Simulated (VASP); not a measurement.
Energy against volume of AuAl$_{2}$ (fluorite). Method: revPBE GGA, VASP's PBE PAW potentials (set 64) (plane waves; VASP). Run with 520 eV cut-off, 9×9×9 Γ-centred mesh, first-order Methfessel-Paxton smearing of 0.10 eV, potentials Al Au.

```
V (Å³/atom)  E (eV/atom)
-----------  -----------
18.202          -3.69782
18.765          -3.70342
19.328          -3.69832
19.891          -3.68425
```

**Question.** Fit these four points and predict the energy of the run at 17.639 Å³/atom.

**Answer.** A cubic in V^(−2/3), the third-order Birch-Murnaghan form, passes through the four points with V0 = 18.76 Å³/atom and B0 = 101 GPa, and gives -3.6795 eV/atom there. The run gave -3.6795 eV/atom, -0.0 meV/atom from the fit; all five points give B0 = 101 GPa.

The compound is AuAl2 in the fluorite structure. It was relaxed first.
